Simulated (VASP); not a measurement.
Consider the following.

```xyz
3
Lattice="1.7087 -2.9596 0.0000 1.7087 2.9596 0.0000 0.0000 0.0000 6.3660" Properties=species:S:1:pos:R:3 pbc="T T T"
Ti     0.0000     0.0000     0.0000
S      1.7087     0.9865     1.4172
S      1.7087    -0.9865     4.9488
```

All values below come from PW91 GGA, VASP's PBE PAW potentials (set 64) (plane waves; VASP). Numerical set-up: 520 eV cut-off, 12×12×6 Γ-centred mesh, tetrahedra with Blöchl corrections, potentials Ti_sv S.

The cores are frozen, which limits the accuracy of field gradients. Without a dispersion term in the relaxation, distances and binding between the weakly bound layers, chains or molecules are unreliable, and so is what depends on them.

**Question.** Give the principal components of the electric field gradient (V/Å²) and the asymmetry η at each nucleus.

**Answer.** 
```
atom  Vxx  Vyy    Vzz     η
----  ---  ---  -----  ----
Ti1   9.4  9.4  -18.7  0.00
S2    8.7  8.7  -17.4  0.00
S3    8.7  8.7  -17.4  0.00
```

The compound is TiS2 in the 1T layered structure. It was relaxed first, which changed the volume by +12 %.
